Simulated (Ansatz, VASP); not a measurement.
**Ce3B: VASP beside Ansatz**

Aim: how closely do two programs agree when they are given the same cell, functional and k mesh? The cell is invented: As first built, before any earlier steps moved the atoms (in the runner's words): it takes the Ce3Al structure with some of its atoms replaced by other elements, volume scaled by an estimate. It may not be a known or stable phase. The cell is taken from a series of VASP runs on this material, whose earlier steps may have relaxed, scaled or displaced it; both programs get it as it stands.

Method: plane waves, with VASP 6.6.1 beside it; single point at PBE, in Ansatz 0.2.0.

In doubt: a part-filled 4f shell, where there is one, can sit in one of many states, so energies may not be the lowest and differences between runs may mislead; derivatives with an open 4f shell can jump between states, which bears on forces and vibrations.

### Step 1. The starting structure

It takes space group Pm-3m (No. 221, cubic). Conventional cell: a = 4.367 Å, b = 4.367 Å, c = 4.367 Å, α = 90.00°, β = 90.00°, γ = 90.00°. Nearest to Ce lie 8 Ce at 3.09 Å and 4 B at 3.09 Å. B has 12 Ce at 3.09 Å nearest. As first built, before any earlier steps moved the atoms (in the runner's words): sites of the Ce3Al structure (space group 221) filled with other elements, volume scaled by an estimate. Farther neighbours are not listed.

### Step 2. Ansatz: single point, PBE

Ansatz runs on its default PAW (the set named soft_2) files.

A single point gives forces, pressure and levels at one fixed geometry, so differences don't come from the geometry; what else differs is listed under the comparison.

Contents of input.yaml:

```yaml
crystal:
  lattice:
    - [4.3673661331, 0.0, 0.0]
    - [0.0, 4.3673661331, 0.0]
    - [0.0, 0.0, 4.3673661331]
  atoms:
    - { symbol: Ce, position: [0.5, 0.5, 0.0], spin: 1.0 }
    - { symbol: Ce, position: [0.5, 0.0, 0.5], spin: 1.0 }
    - { symbol: Ce, position: [0.0, 0.5, 0.5], spin: 1.0 }
    - { symbol: B, position: [0.0, 0.0, 0.0] }
hamiltonian:
  xc: pbe
  pseudopotentials: { kind: paw }
magnetization:
  spin_polarized: true
kpoints:
  mp_grid: { grid: [5, 5, 5] }
scf:
  occupations: { method: fermi_dirac, width: 0.05 }
  n_extra_bands: 5
output:
  forces: true
  stress: true
  eigenvalues: true
```

Launch:

```
ansatz run input.yaml --threads 2 --pin off --max-ram 4608MiB --backend cpu --events-out ev --progress --plain --runs-dir out
```

Numbers of over 12 decimals in the logs are rounded to 6 here.

What it wrote:

```text
Warning: the band count 25 (scf.n_extra_bands) hosts the net moment |M| = 3.0000 μB (N_el = 39) but caps the reachable moment at 2·n_bands − N_el = 11.0000 μB, below the 26 bands that the automatic rule leaves for it — a moment growing past the seed, or the majority channel's smearing tail, pins there with fewer empty majority states than that count leaves; raise or omit scf.n_extra_bands unless the cap is intended
scf.n_extra_bands = 5 over 20 filled bands (N_el = 39.0): the run solves 25 bands
Engine: ansatz 0.2.0, aarch64-unknown-linux-gnu
Pseudopotentials: kind: paw
Pseudopotential: Ce, paw, valence charge 12, recommended cutoff 420 eV (normal), Ce.paw.azcp
Pseudopotential: B, paw, valence charge 3, recommended cutoff 420 eV (normal), B.paw.azcp
Functional definition: PBE
  parameter kappa = 0.804
  parameter beta = 0.066725
  exchange = pbe_x(kappa = kappa, mu = beta*pi^2/3)
  correlation = pbe_c(beta = beta)
Crystal: 4 atoms, lattice volume = 83.303 Å³
Basis set: ecut = 420 eV, 1647 PW (Γ), exchange–correlation on 60×60×60 points (8 copies of the dense FFT grid, shifted against one another)
Bands: 25, of which v1, the nominal top of the filled ones, is band 20 counted from 1 (19 counted from 0)
Symmetry: 48 space group operations
Space group: Pm-3m (ITA 221), of the structure as read, at distance tolerance 4.4e-5 Å
Magnetic group: BNS 221.92 (UNI 1594), of the structure as read, at distance tolerance 4.4e-5 Å
k-points: 10 of 125
Non-local potential: Ce, projectors of the file, l = 0: 3, l = 1: 2, l = 2: 2, l = 3: 3
Non-local potential: B, projectors of the file, l = 0: 2, l = 1: 2, l = 2: 1
PAW form: soft (Blöchl's): semilocal exchange-correlation on the pseudo side does not see the compensation charge
PAW one-centre angular grid: Ce, 590 points (default); XC on 64 Gauss nodes
PAW one-centre angular grid: B, 110 points (default); XC on 64 Gauss nodes
Initial density: superposition of atomic densities (chi_scale 0.1, normalization cell, long waves kept (reshape's long-wave potential 0.00 eV rms))
Starting moments: Σ|m| = 3 μB on 3 of 4 sites
Initial wavefunctions: pseudopotential atomic-orbital guess
Functional: x = pbe(κ = 0.804, μ = 0.219515), c = pbe(β = 0.066725)
SCF iter   1: F=—  HF=-19882.440618 eV  |F-HF|=—  |Δ(HF+E_count)|=         —  Δρ=1.19e-1 (↑1.19e-1 ↓1.05e-1)  dr2=2.26e1  dr2_m=9.36e-1  M=1.503 μB ∫|m|=1.503 μB  β_m=0.30  ethr=3.10e-3  ⟨swp⟩=5.5  Hψ=2425  notcnv=0
Mixer restart at iter 1: flushing history
preconditioner: auto → Kerker (q_TF=auto, 2.404 Å⁻¹)  [metal: Δε(μ)=0.037 eV  Ē_g=10.967 eV  σ=0.050 eV  W_gap=0.18  n_scr=18 (ndim 8)  ℏωp=23.4 eV  f_vac=0.004  D(μ)=8.66/eV (n_scr^D=122)]
spin=Collinear: Kerker preconditioning applied to the charge; magnetization (m = ρ↑ − ρ↓) channel mixes plain (no charge-response kernel on spin).
SCF iter   2: F=—  HF=-19882.386149 eV  |F-HF|=—  |Δ(HF+E_count)|=   5.45e-2  Δρ=7.72e-2 (↑7.72e-2 ↓7.24e-2)  dr2=9.23e0  dr2_m=4.41e-1  M=1.431 μB ∫|m|=1.431 μB  β_m=0.55  ethr=3.10e-3  ⟨swp⟩=4.8  Hψ=1321  notcnv=0  defer=1
SCF iter   3: F=—  HF=-19855.624555 eV  |F-HF|=—  |Δ(HF+E_count)|=    2.68e1  Δρ=6.87e-2 (↑5.20e-2 ↓6.87e-2)  dr2=1.10e1  dr2_m=1.05e-1  M=0.312 μB ∫|m|=0.430 μB  β_m=0.70  ethr=3.10e-3  ⟨swp⟩=8.8  Hψ=2520  notcnv=1  defer=8
SCF iter   4: F=—  HF=-19880.844927 eV  |F-HF|=—  |Δ(HF+E_count)|=    2.52e1  Δρ=1.78e-2 (↑8.81e-3 ↓1.78e-2)  dr2=2.95e-1  dr2_m=4.17e-2  M=0.398 μB ∫|m|=0.465 μB  β_m=0.80  ethr=3.10e-3  ⟨swp⟩=5.8  Hψ=1450  notcnv=0  defer=1
SCF iter   5: F=—  HF=-19879.703566 eV  |F-HF|=—  |Δ(HF+E_count)|=    1.14e0  Δρ=2.25e-2 (↑1.35e-2 ↓2.25e-2)  dr2=9.75e-1  dr2_m=2.17e-2  M=0.216 μB ∫|m|=0.286 μB  β_m=0.90  ethr=7.56e-4  ⟨swp⟩=4.8  Hψ=1000  notcnv=0  defer=5  recentre
SCF iter   6: F=—  HF=-19879.874534 eV  |F-HF|=—  |Δ(HF+E_count)|=   1.71e-1  Δρ=1.93e-2 (↑1.39e-2 ↓1.93e-2)  dr2=7.78e-1  dr2_m=8.45e-3  M=0.182 μB ∫|m|=0.233 μB  β_m=0.76  ethr=7.56e-4  ⟨swp⟩=2.3  Hψ=651  notcnv=1  defer=4
SCF iter   7: F=—  HF=-19880.853209 eV  |F-HF|=—  |Δ(HF+E_count)|=   9.79e-1  Δρ=1.16e-2 (↑9.10e-3 ↓1.16e-2)  dr2=3.31e-1  dr2_m=1.88e-3  M=0.155 μB ∫|m|=0.183 μB  β_m=0.88  ethr=7.56e-4  ⟨swp⟩=4.2  Hψ=777  notcnv=0  defer=4
SCF iter   8: F=—  HF=-19881.465393 eV  |F-HF|=—  |Δ(HF+E_count)|=   6.12e-1  Δρ=3.59e-3 (↑3.59e-3 ↓2.82e-3)  dr2=3.11e-2  dr2_m=1.34e-4  M=0.182 μB ∫|m|=0.195 μB  β_m=0.92  ethr=7.56e-4  ⟨swp⟩=4.5  Hψ=820  notcnv=0  defer=5
SCF iter   9: F=—  HF=-19881.541063 eV  |F-HF|=—  |Δ(HF+E_count)|=   7.57e-2  Δρ=1.94e-3 (↑1.94e-3 ↓6.08e-4)  dr2=4.84e-3  dr2_m=3.75e-4  M=0.234 μB ∫|m|=0.248 μB  β_m=0.96  ethr=7.97e-5  ⟨swp⟩=3.8  Hψ=999  notcnv=0  defer=1
[...]
SCF iter  20: F=—  HF=-19881.582535 eV  |F-HF|=—  |Δ(HF+E_count)|=   1.78e-2  Δρ=1.14e-4 (↑9.58e-5 ↓1.14e-4)  dr2=4.37e-6  dr2_m=7.05e-6  M=1.200 μB ∫|m|=1.256 μB  β_m=0.89  ethr=1.75e-8  ⟨swp⟩=4.1  Hψ=1317  notcnv=0
SCF iter  21: F=—  HF=-19881.582565 eV  |F-HF|=—  |Δ(HF+E_count)|=   2.98e-5  Δρ=1.51e-4 (↑1.28e-4 ↓1.51e-4)  dr2=2.75e-6  dr2_m=1.42e-5  M=1.228 μB ∫|m|=1.286 μB  β_m=0.95  ethr=1.12e-8  ⟨swp⟩=3.5  Hψ=1150  notcnv=0
SCF iter  22: F=—  HF=-19881.582576 eV  |F-HF|=—  |Δ(HF+E_count)|=   1.12e-5  Δρ=8.27e-5 (↑7.10e-5 ↓8.27e-5)  dr2=9.26e-7  dr2_m=4.36e-6  M=1.237 μB ∫|m|=1.296 μB  β_m=0.97  ethr=7.06e-9  ⟨swp⟩=3.4  Hψ=1125  notcnv=0
SCF iter  23: F=—  HF=-19881.582578 eV  |F-HF|=—  |Δ(HF+E_count)|=   2.04e-6  Δρ=2.31e-5 (↑2.31e-5 ↓2.00e-5)  dr2=2.93e-7  dr2_m=3.00e-7  M=1.244 μB ∫|m|=1.303 μB  β_m=0.97  ethr=2.37e-9  ⟨swp⟩=3.0  Hψ=1022  notcnv=0
SCF iter  24: F=—  HF=-19881.582578 eV  |F-HF|=—  |Δ(HF+E_count)|=   3.26e-7  Δρ=9.21e-6 (↑9.21e-6 ↓3.23e-6)  dr2=1.08e-7  dr2_m=1.57e-8  M=1.246 μB ∫|m|=1.306 μB  β_m=0.99  ethr=7.52e-10  ⟨swp⟩=3.0  Hψ=1074  notcnv=0
iter 25 did not close the SCF: its close was put off for a magnetic moment that had not settled (scf_convergence_deferred on its scf_iter line)
SCF iter  25: F=-19881.582578 eV  HF=-19881.582578 eV  |F-HF|=1.22e-8  |Δ(HF+E_count)|=   8.46e-8  Δρ=6.23e-6 (↑6.23e-6 ↓2.19e-6)  dr2=5.76e-8  dr2_m=4.30e-9  M=1.247 μB ∫|m|=1.307 μB  β_m=0.99  ethr=2.56e-10  ⟨swp⟩=9.1  Hψ=3326  notcnv=0
iter 26 did not close the SCF: its close was put off for a magnetic moment that had not settled (scf_convergence_deferred on its scf_iter line)
SCF iter  26: F=-19881.582578 eV  HF=-19881.582578 eV  |F-HF|=3.46e-9  |Δ(HF+E_count)|=   2.03e-8  Δρ=3.23e-6 (↑3.23e-6 ↓7.88e-7)  dr2=1.29e-8  dr2_m=1.40e-9  M=1.247 μB ∫|m|=1.307 μB  β_m=1.00  ethr=1.48e-10  ⟨swp⟩=2.5  Hψ=1698  notcnv=0
SCF iter  27: F=-19881.582578 eV  HF=-19881.582578 eV  |F-HF|=8.73e-11  |Δ(HF+E_count)|=   4.55e-9  Δρ=6.69e-7 (↑6.69e-7 ↓2.03e-7)  dr2=2.50e-10  dr2_m=1.27e-10  M=1.248 μB ∫|m|=1.308 μB  ethr=3.32e-11  ⟨swp⟩=2.2  Hψ=1711  notcnv=0
SCF 1 converged in 27 iterations: F = -19881.582578 eV  dr2 = 2.50e-10
  greatest PAW one-centre occupation: 0.981 electrons in one spin orbital (limit 2), on the Ce atom at site 2 (counted from 0), in its partial waves of l = 0
SCF converged after 27 iterations
Magnetization: 1.2476 μB (20.1238 up, 18.8762 down)
Absolute magnetization: 1.3077 μB (∫|ρ↑−ρ↓|, with the PAW one-centre terms)
Spin contamination: 0.0155 ħ² per cell (⟨S²⟩ above its minimum at these occupations)
Per-site moments (μB) at R_I (Å): [(0.361506, 1.273880), (0.361506, 1.273880), (0.361506, 1.273880), (-0.028777, 1.273880)]
Free energy (F): -19881.582578 eV
Harris-Foulkes:  -19881.582578 eV  (|F-HF|=8.73e-11)
Internal energy: -19881.486862 eV  (E = F + TS)
E sigma→0 (E₀):  -19881.534720 eV
Entropy (-TS):   -0.095716 eV (-23.929 meV/atom)
Fermi energy:    16.137087 eV
--- Per-component energies (eV) ---
  E_band       = 93.028810
  E_kinetic    = 1169.775813
  E_local      = -957.408039  (includes V_loc(G=0)·N_el)
  E_nonlocal   = -112.733352
  E_hartree    = 338.533077
  E_xc         = -705.882981
  E_vxc        = -787.665265  (∫ρ·V_xc dr)
  E_paw        = -16513.884477  (= ΣΔE_a)
  E_vpaw       = 103.993118  (= ΣTr[D̂ρ^β])
  E_aug_tail   = -0.000001  (compensation charges beyond the density's cutoff)
  E_ewald      = -3099.886901
  E_smearing   = -0.095716  (= −TS)
  E_closure    = -0.000000  (closes the sum)
  Σ components = -19881.582578   (vs F -19881.582578, Δ=0.00e0)
--- Forces (eV/Å), atoms counted from 1 ---
  atom   1  Ce    -0.00000000     0.00000000    -0.00000000
  atom   2  Ce    -0.00000000    -0.00000000     0.00000000
  atom   3  Ce     0.00000000    -0.00000000    -0.00000000
  atom   4  B     -0.00000000    -0.00000000     0.00000000
  max |Σ_I F_I| component: 4.54e-30 eV/Å
--- Stress (GPa, compression-positive) ---
        0.552340       0.000000       0.000000
        0.000000       0.552340       0.000000
        0.000000       0.000000       0.552340
  P = ⅓ Tr σ = 0.5523 GPa (5.523 kbar)
--- Band table (eV; the first three rows and the last of 20) ---
  k-point 0 ↑: bands = [... 16 lower, 14.4352, 14.8138, 14.8138, 15.9886, 15.9886, 15.9886, 16.0228, 16.6543, ... 1 higher]
  k-point 1 ↑: bands = [... 16 lower, 14.7848, 14.7848, 15.3676, 15.9935, 15.9935, 15.9985, 16.0820, 16.5371, ... 1 higher]
  k-point 2 ↑: bands = [... 16 lower, 15.0056, 15.0056, 15.9477, 16.2114, 16.3472, 16.3596, 16.3596, 16.6224, ... 1 higher]
  k-point 9 ↓: bands = [... 16 lower, 15.6020, 16.0148, 16.0148, 16.3021, 16.4090, 16.4090, 16.4764, 16.7944, ... 1 higher]
```

Elapsed: 13 s, on 2 threads of Arm Neoverse N1, shared host; peak memory 0.4 GiB; 24 s of CPU time.

In the SCF lines HF is the Harris–Foulkes energy and dr2 the Hartree energy of the density residual, in eV; the loop may stop once dr2 is under the threshold and the program's other checks hold. Hψ counts applications of the Hamiltonian.

The run ends at a pressure of 0.55 GPa.

[end of part 1 of 2]

[Lines on the potential files, build, host, timing and source positions are cut from VASP's logs without a mark.]

[Logs are printed without paths, hosts, clocks, repeated set-up lines and the standing remarks that a program may print on its own settings, such as how far it seeks lower states.]

[Hosts, paths, dates, database ids (printed as entryN), source tags and the programs' standing remarks are cut or masked in the printed files.]
